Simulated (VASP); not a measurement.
Write the native input for VASP 6.6.1 that does the following.

| Property | Result |
| --- | --- |
| Task | relaxation of cell and atoms |
| Functional | PBE |
| Dispersion | TS |
| Potentials or basis | VASP PAW PBE potentials, release 64 (Zr_sv, Mo_sv, C) |
| Cutoff | 600 eV |
| k mesh | 5 × 5 × 5 |
| Occupations | fermi-dirac, width 0.05 eV |
| Spin | no spin polarisation |
| Further INCAR settings | ALGO = Normal; EDIFF = 1e-06; IBRION = 2; EDIFFG = -0.02; NSW = 60; ISIF = 3 |

The structure of Zr3MoC lies in POSCAR:

```
Zr3MoC
1.0
    4.9425100000      0.0000000000      0.0000000000
    0.0000000000      4.9425100000      0.0000000000
    0.0000000000      0.0000000000      4.9425100000
Zr Mo C
3 1 1
Direct
    0.5000000000      0.0000000000      0.0000000000
    0.0000000000      0.5000000000      0.0000000000
    0.0000000000      0.0000000000      0.5000000000
    0.0000000000      0.0000000000      0.0000000000
    0.5000000000      0.5000000000      0.5000000000
```

The cell was built by a generator and needn't be a form met in nature.

One way to write it, as run:

INCAR

```
SYSTEM = Zr3MoC
PREC     = Accurate       ! precision mode
ENCUT    = 600            ! plane-wave cutoff, eV
EDIFF    = 1E-6           ! SCF threshold, eV
ISMEAR   = -1             ! smearing method
SIGMA    = 0.05           ! smearing width, eV
LREAL    = .FALSE.        ! projectors in reciprocal space
LASPH    = .TRUE.         ! aspherical terms in the spheres
NELM     = 100            ! most SCF steps
ALGO     = Normal         ! electronic algorithm
ISIF     = 3              ! what is computed and relaxed
LWAVE    = .FALSE.        ! write WAVECAR
LCHARG   = .FALSE.        ! write CHGCAR
GGA      = PE             ! functional
IVDW     = 2              ! dispersion correction
IBRION   = 2              ! ionic algorithm
NSW      = 60             ! ionic steps
EDIFFG   = -0.02          ! ionic threshold
```

KPOINTS

```
regular mesh
0
G
  5 5 5
  0 0 0
```

Potentials or basis: VASP PAW PBE potentials, release 64 (Zr_sv, Mo_sv, C).

Command:

```sh
$ cat potpaw_PBE.64/Zr_sv/POTCAR potpaw_PBE.64/Mo_sv/POTCAR potpaw_PBE.64/C/POTCAR > POTCAR
$ mpirun -np 1 vasp_std > vasp.out
```

It gave:

* Relaxed volume: 22.39 Å³/atom
* Relaxed cell: a = 4.819 Å, b = 4.819 Å, c = 4.819 Å, α = 90.00°, β = 90.00°, γ = 90.00°
* Space group after relaxing (to 0.05 Å): Pm-3m (No. 221)
* Energy gained by relaxing: 25.9 meV/atom
* Ionic steps: 4
* Pressure after relaxing: -0.1 GPa
* Band gap on the k mesh: none (metal or under the smearing width)
* Hirshfeld charges: Zr +0.21; Mo -0.43; C -0.19 e
* Dispersion energy per atom: -0.736 eV

Caveat: atom-pairwise D2, TS and ULG terms overbind metals; pairwise dispersion overbinds metals, which lowers pressure and volume.

Wall time 95 s on 1 thread of Intel(R) Xeon(R) Platinum 8559C (Emerald Rapids), on a shared host, peak memory 0.27 GiB.
